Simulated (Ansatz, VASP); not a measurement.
# Sr2Ca3MgFe2Si24O57: VASP beside Ansatz

One calculation is typed for both programs; each brings its own data sets. How far apart do they land? Of the first pair: The structure shown is frame 20 of Ansatz's trajectory.

Main program and level: Ansatz 0.2.0; plane waves, with VASP 6.6.1 beside it; single point at PBE.

## Step 1: The starting structure

The cell holds 89 atoms: 24 Si, 2 Sr, 1 Mg, 3 Ca, 2 Fe and 57 O. Its edges and angles: a = 10.523 Å, b = 10.523 Å, c = 10.523 Å, α = 90.0°, β = 90.0°, γ = 90.0°. As first built, before any earlier steps moved the atoms (in the runner's words): 89 atoms (24 Si, 2 Sr, 1 Mg, 3 Ca, 2 Fe, 57 O) placed at random at 2.58 g/cm^3, melted at 4000 K for 10 ps at fixed volume with the Morse and Coulomb pair potential with partial charges (Pedone, Malavasi, Menziani, Cormack and Segre, J. Phys. Chem. B 110, 11780 (2006)). Quenched from 4000 K to 300 K at 100 K/ps and fixed volume, held 10 ps at zero pressure, then minimised at fixed cell.

## Step 2: Ansatz: dynamics, PBE

Ansatz runs on its default PAW (the set named soft_2) files.

One frame of this run of dynamics is then solved in both programs, so the motion causes no difference.

input.yaml

```yaml
crystal:
  lattice:
    - [10.5227, 0.0, 0.0]
    - [0.0, 10.5227, 0.0]
    - [0.0, 0.0, 10.5227]
  atoms:
    - { symbol: Si, position: [0.72651, 0.55933, 0.64587] }
    - { symbol: Si, position: [0.95708, 0.93359, 0.24512] }
    - { symbol: Si, position: [0.20732, 0.89777, 0.9034] }
    - { symbol: Si, position: [0.31767, 0.89981, 0.62277] }
    - { symbol: Si, position: [0.8529, 0.16306, 0.139] }
    - { symbol: Si, position: [0.30904, 0.47608, 0.78032] }
    - { symbol: Si, position: [0.48633, 0.6878, 0.71961] }
    - { symbol: Si, position: [0.07244, 0.74152, 0.57569] }
    - { symbol: Si, position: [0.21712, 0.26819, 0.13315] }
    - { symbol: Si, position: [0.44801, 0.13037, 0.49359] }
    - { symbol: Si, position: [0.91294, 0.95143, 0.95647] }
    - { symbol: Si, position: [0.59293, 0.65196, 0.00652] }
    - { symbol: Si, position: [0.83322, 0.83844, 0.70132] }
    - { symbol: Si, position: [0.56108, 0.44364, 0.20506] }
    - { symbol: Si, position: [0.75708, 0.39719, 0.40569] }
    - { symbol: Si, position: [0.56984, 0.1424, 0.22234] }
    - { symbol: Si, position: [0.05752, 0.64481, 0.29996] }
    - { symbol: Si, position: [0.97398, 0.36374, 0.99657] }
    - { symbol: Si, position: [0.89634, 0.65901, 0.04609] }
    - { symbol: Si, position: [0.26824, 0.36798, 0.51992] }
    - { symbol: Si, position: [0.03577, 0.35346, 0.36287] }
    - { symbol: Si, position: [0.76619, 0.30286, 0.80503] }
    - { symbol: Si, position: [0.45032, 0.03253, 0.97474] }
    - { symbol: Si, position: [0.34776, 0.60625, 0.35302] }
    - { symbol: Sr, position: [0.64313, 0.79538, 0.40829] }
    - { symbol: Sr, position: [0.17237, 0.19092, 0.80077] }
    - { symbol: Mg, position: [0.07412, 0.6236, 0.84609] }
    - { symbol: Ca, position: [0.3127, 0.92786, 0.24231] }
    - { symbol: Ca, position: [0.77891, 0.10386, 0.48192] }
    - { symbol: Ca, position: [0.29835, 0.59673, 0.05259] }
    - { symbol: Fe, position: [0.49049, 0.32322, 0.97488], spin: -5.0 }
    - { symbol: Fe, position: [0.64765, 0.04526, 0.73882], spin: 5.0 }
    - { symbol: O, position: [0.94509, 0.7361, 0.92683] }
    - { symbol: O, position: [0.96519, 0.67412, 0.18258] }
    - { symbol: O, position: [0.0685, 0.96636, 0.9249] }
    - { symbol: O, position: [0.4074, 0.73811, 0.38302] }
    - { symbol: O, position: [0.44602, 0.82485, 0.66522] }
    - { symbol: O, position: [0.29913, 0.50536, 0.45932] }
    - { symbol: O, position: [0.01881, 0.50079, 0.33556] }
    - { symbol: O, position: [0.51958, 0.05392, 0.11038] }
    - { symbol: O, position: [0.25421, 0.9509, 0.75973] }
    - { symbol: O, position: [0.8286, 0.92312, 0.8308] }
    - { symbol: O, position: [0.20438, 0.75176, 0.91658] }
    - { symbol: O, position: [0.43208, 0.42785, 0.84824] }
    - { symbol: O, position: [0.27437, 0.3754, 0.67114] }
    - { symbol: O, position: [0.65755, 0.29648, 0.44838] }
    - { symbol: O, position: [0.88924, 0.31312, 0.39029] }
    - { symbol: O, position: [0.89538, 0.89724, 0.10127] }
    - { symbol: O, position: [0.3429, 0.01359, 0.5249] }
    - { symbol: O, position: [0.74251, 0.66263, 0.0398] }
    - { symbol: O, position: [0.53492, 0.11274, 0.61327] }
    - { symbol: O, position: [0.09612, 0.88644, 0.25304] }
    - { symbol: O, position: [0.55199, 0.98729, 0.87466] }
    - { symbol: O, position: [0.58178, 0.61428, 0.62391] }
    - { symbol: O, position: [0.49319, 0.72373, 0.0889] }
    - { symbol: O, position: [0.88337, 0.30754, 0.11044] }
    - { symbol: O, position: [0.55754, 0.67914, 0.85829] }
    - { symbol: O, position: [0.27654, 0.14047, 0.17312] }
    - { symbol: O, position: [0.21492, 0.63064, 0.26564] }
    - { symbol: O, position: [0.72822, 0.91711, 0.61925] }
    - { symbol: O, position: [0.56659, 0.49881, 0.05994] }
    - { symbol: O, position: [0.86222, 0.09587, 0.9999] }
    - { symbol: O, position: [0.1289, 0.31553, 0.2496] }
    - { symbol: O, position: [0.32337, 0.94674, 0.98922] }
    - { symbol: O, position: [0.54221, 0.29088, 0.18336] }
    - { symbol: O, position: [0.321, 0.37193, 0.09319] }
    - { symbol: O, position: [0.36712, 0.25886, 0.4789] }
    - { symbol: O, position: [0.06945, 0.62074, 0.6614] }
    - { symbol: O, position: [0.79224, 0.69052, 0.69286] }
    - { symbol: O, position: [0.77386, 0.51008, 0.50874] }
    - { symbol: O, position: [0.10383, 0.27862, 0.01719] }
    - { symbol: O, position: [0.12462, 0.32749, 0.48482] }
    - { symbol: O, position: [0.20964, 0.80788, 0.57444] }
    - { symbol: O, position: [0.73448, 0.44051, 0.73847] }
    - { symbol: O, position: [0.65934, 0.27393, 0.90942] }
    - { symbol: O, position: [0.35652, 0.61076, 0.72776] }
    - { symbol: O, position: [0.45375, 0.51984, 0.27873] }
    - { symbol: O, position: [0.95922, 0.51432, 0.0078] }
    - { symbol: O, position: [0.1955, 0.48521, 0.87553] }
    - { symbol: O, position: [0.69362, 0.46094, 0.27914] }
    - { symbol: O, position: [0.77135, 0.18329, 0.71173] }
    - { symbol: O, position: [0.90933, 0.3259, 0.86372] }
    - { symbol: O, position: [0.40048, 0.16923, 0.92603] }
    - { symbol: O, position: [0.72274, 0.1396, 0.21372] }
    - { symbol: O, position: [0.03679, 0.71192, 0.43266] }
    - { symbol: O, position: [0.97219, 0.84339, 0.6409] }
    - { symbol: O, position: [0.85146, 0.91389, 0.35006] }
    - { symbol: O, position: [0.95799, 0.09184, 0.22441] }
    - { symbol: O, position: [0.5163, 0.09165, 0.35713] }
magnetization:
  spin_polarized: true
kpoints:
  mp_grid: { grid: [1, 1, 1] }
hamiltonian:
  xc: pbe
scf:
  occupations: { method: fermi_dirac, width: 0.025 }
  lower_state_search: "off"
output:
  forces: true
md:
  timestep: 1.0
  n_steps: 60
  ensemble: nvt_nose_hoover
  temperature: 600
  initial_velocities: maxwell_boltzmann
  seed: 6457
```

On the command line:

```bash
> ansatz run input.yaml --threads 4 --pin off --max-ram 8192MiB --backend cpu --events-out ev --progress --plain --runs-dir out
```

Numbers of over 12 decimals in the logs are rounded to 6 here.

Output:

```text
Warning: md: disabling space-group detection — thermal motion breaks the input geometry's symmetry, so no spatial operation reduces the k-mesh or symmetrises the density; time reversal is kept, so that k and −k are solved as one point where they differ and the mesh holds both, and exact exchange and, on two spinor components, a DFT+U term hold to it where the run has them: on two components no moment then forms, and  [...]
Engine: ansatz 0.2.0, aarch64-unknown-linux-gnu
Pseudopotentials: kind: paw
Pseudopotential: Si, paw, valence charge 4, recommended cutoff 420 eV (normal), Si.paw.azcp
Pseudopotential: Sr, paw, valence charge 10, recommended cutoff 420 eV (normal), Sr.paw.azcp
Pseudopotential: Mg, paw, valence charge 10, recommended cutoff 420 eV (normal), Mg.paw.azcp
Pseudopotential: Ca, paw, valence charge 10, recommended cutoff 420 eV (normal), Ca.paw.azcp
Pseudopotential: Fe, paw, valence charge 16, recommended cutoff 420 eV (normal), Fe.paw.azcp
Pseudopotential: O, paw, valence charge 6, recommended cutoff 420 eV (normal), O.paw.azcp
Functional definition: PBE
  parameter kappa = 0.804
  parameter beta = 0.066725
  exchange = pbe_x(kappa = kappa, mu = beta*pi^2/3)
  correlation = pbe_c(beta = beta)
Crystal: 89 atoms, lattice volume = 1165.149 Å³
Basis set: ecut = 420 eV, 22887 PW (Γ), exchange–correlation on 144×144×144 points (8 copies of the dense FFT grid, shifted against one another)
Bands: 359, of which v1, the nominal top of the filled ones, is band 265 counted from 1 (264 counted from 0)
Symmetry: 1 space group operations
k-points: 1
Non-local potential: Si, projectors of the file, l = 0: 2, l = 1: 2, l = 2: 2
Non-local potential: Sr, projectors of the file, l = 0: 3, l = 1: 2, l = 2: 2
Non-local potential: Mg, projectors of the file, l = 0: 3, l = 1: 2, l = 2: 1
Non-local potential: Ca, projectors of the file, l = 0: 3, l = 1: 2, l = 2: 2
Non-local potential: Fe, projectors of the file, l = 0: 3, l = 1: 2, l = 2: 3, l = 3: 1
Non-local potential: O, projectors of the file, l = 0: 2, l = 1: 2, l = 2: 1
PAW form: soft (Blöchl's): semilocal exchange-correlation on the pseudo side does not see the compensation charge
PAW one-centre angular grid: Si, 110 points (default); XC on 64 Gauss nodes
PAW one-centre angular grid: Sr, 110 points (default); XC on 64 Gauss nodes
PAW one-centre angular grid: Mg, 110 points (default); XC on 64 Gauss nodes
PAW one-centre angular grid: Ca, 110 points (default); XC on 64 Gauss nodes
PAW one-centre angular grid: Fe, 590 points (default); XC on 64 Gauss nodes
PAW one-centre angular grid: O, 110 points (default); XC on 64 Gauss nodes
Initial density: superposition of atomic densities (chi_scale 0.1, normalization cell, long waves kept (reshape's long-wave potential 0.71 eV rms))
Starting moments: Σ|m| = 10 μB on 2 of 89 sites
Initial wavefunctions: pseudopotential atomic-orbital guess
Functional: x = pbe(κ = 0.804, μ = 0.219515), c = pbe(β = 0.066725)
SCF iter   1: F=—  HF=-71192.560064 eV  |F-HF|=—  |Δ(HF+E_count)|=         —  Δρ=1.28e-1 (↑1.28e-1 ↓1.28e-1)  dr2=8.05e2  dr2_m=6.37e1  M=-0.165 μB ∫|m|=0.962 μB  β_m=0.30  ethr=3.10e-3  ⟨swp⟩=7.0  Hψ=3417  notcnv=0  defer=149
preconditioner: auto → Kerker (q_TF=auto, 2.393 Å⁻¹)  [metal: Δε(μ)=0.028 eV  Ē_g=14.847 eV  σ=0.025 eV  W_gap=0.27  n_scr=256 (ndim 8)  ℏωp=23.8 eV  f_vac=0.043  D(μ)=44.35/eV (n_scr^D=364)]
spin=Collinear: Kerker preconditioning applied to the charge; magnetization (m = ρ↑ − ρ↓) channel mixes plain (no charge-response kernel on spin).
SCF iter   2: F=—  HF=-71157.152114 eV  |F-HF|=—  |Δ(HF+E_count)|=    3.54e1  Δρ=1.24e-1 (↑8.27e-2 ↓1.24e-1)  dr2=6.23e2  dr2_m=1.65e1  M=2.328 μB ∫|m|=4.091 μB  β_m=0.30  ethr=3.10e-3  ⟨swp⟩=10.5  Hψ=3251  notcnv=0  defer=163
preconditioner: auto → Resta (q_TF=auto, 2.393 Å⁻¹)  ε∞=3.6  [insulator: Δε(μ)=0.067 eV  Ē_g=14.839 eV  σ=0.025 eV  W_gap=0.58  n_scr=256 (ndim 8)  ℏωp=23.8 eV  f_vac=0.042  D(μ)=29.00/eV (n_scr^D=178)  ε∞_Penn≈3.6]
spin=Collinear: Resta preconditioning applied to the charge; magnetization (m = ρ↑ − ρ↓) channel mixes plain (no charge-response kernel on spin).
SCF iter   3: F=—  HF=-71134.520484 eV  |F-HF|=—  |Δ(HF+E_count)|=    2.26e1  Δρ=8.93e-2 (↑8.93e-2 ↓4.53e-2)  dr2=3.10e2  dr2_m=8.02e0  M=2.926 μB ∫|m|=3.949 μB  β_m=0.30  ethr=3.10e-3  ⟨swp⟩=6.5  Hψ=2306  notcnv=0  defer=148
[...]
Free energy (F): -71112.087442 eV
Harris-Foulkes:  -71112.087442 eV  (|F-HF|=2.84e-8)
Internal energy: -71112.087434 eV  (E = F + TS)
E sigma→0 (E₀):  -71112.087438 eV
Entropy (-TS):   -0.000008 eV (-0.000 meV/atom)
Fermi energy:    5.604480 eV
--- Per-component energies (eV) ---
  E_band       = -3295.006899
  E_kinetic    = 13294.535249
  E_local      = -42417.673757  (includes V_loc(G=0)·N_el)
  E_nonlocal   = 4453.964103
  E_hartree    = 16069.784603
  E_xc         = -6591.045110
  E_vxc        = -7718.326686  (∫ρ·V_xc dr)
  E_paw        = -32353.086244  (= ΣΔE_a)
  E_vpaw       = -3047.213190  (= ΣTr[D̂ρ^β])
  E_aug_tail   = 0.146533  (compensation charges beyond the density's cutoff)
  E_ewald      = -23568.712810
  E_smearing   = -0.000008  (= −TS)
  E_closure    = 0.000000  (closes the sum)
  Σ components = -71112.087442   (vs F -71112.087442, Δ=0.00e0)
--- Forces (eV/Å), atoms counted from 1 ---
  atom   1  Si     0.91430502    -2.93501355    -1.10459522
  atom   2  Si     0.07145330     0.68427164     2.49039388
  atom   3  Si    -0.42130346    -0.02792465    -1.07957535
  atom   4  Si    -0.30175103     1.71763150     1.96777621
  atom   5  Si     1.30691737    -1.50311620    -0.73138297
  atom   6  Si     0.55482445     0.05991727    -0.75328225
  atom   7  Si     0.02632984     0.00358047    -0.28823184
  atom   8  Si    -3.18375261    -0.65585776    -0.33200373
  atom   9  Si     1.67363819    -0.25579706    -2.45694399
  atom  10  Si    -0.00496143     0.96869200    -0.08594778
  atom  11  Si     0.49204946     0.55080598     3.60389531
  atom  12  Si     0.99507065    -1.07048930     0.93028915
  atom  13  Si    -0.95773859     1.40516123    -0.31242278
  atom  14  Si    -0.80839982     1.86748796     0.67279338
  atom  15  Si     3.23652847     4.49060792    -0.62879543
  atom  16  Si     1.72736617     0.07735501     1.12321865
  atom  17  Si    -0.72994603     1.10821476     2.99576959
  atom  18  Si    -0.97525176     1.23529607    -0.15680665
  atom  19  Si     0.96253947    -1.23018789     0.16466329
  atom  20  Si    -2.11604417    -1.42929972     0.01562394
  atom  21  Si     0.16845910    -0.22536776     0.29977652
  atom  22  Si     0.85392529    -2.61130617     0.71769013
  atom  23  Si    -1.48865907     0.24962857    -1.83129717
  atom  24  Si     1.13369740     1.99641562    -1.61341755
[...]
atom  82  O      0.59102902     0.03878474    -1.02753525
  atom  83  O     -0.12041178    -0.10690295    -0.06058308
  atom  84  O     -0.54796236     0.48593665     0.22405643
  atom  85  O      0.65309621    -0.86814031    -0.07393833
  atom  86  O      0.32974859    -0.50131035    -0.64738679
  atom  87  O      1.92363411     0.30315696    -1.70971875
  atom  88  O     -0.18845144    -0.66236685     0.68525711
  atom  89  O     -0.85796758     0.20828722     1.30666755
  max |Σ_I F_I| component: 6.18e-5 eV/Å
--- MD trajectory: 60 steps, t = 0.0 → 60.0 fs ---
  final state: T = 477.6 K   F+E_penalty+E_count = -71112.08744159 eV   E_kin = 5.432270 eV
  conserved energy: peak-to-peak 6.641e-3 eV (7.462e-5 eV/atom) over 60.0 fs
```

(Part 1 of 4 ends here.)

[Lines on the potential files, build, host, timing and source positions are cut from VASP's logs without a mark.]

[Logs are printed without paths, hosts, clocks, repeated set-up lines and the standing remarks that a program may print on its own settings, such as how far it seeks lower states.]

[Hosts, paths, dates, database ids (printed as entryN), source tags and the programs' standing remarks are cut or masked in the printed files.]
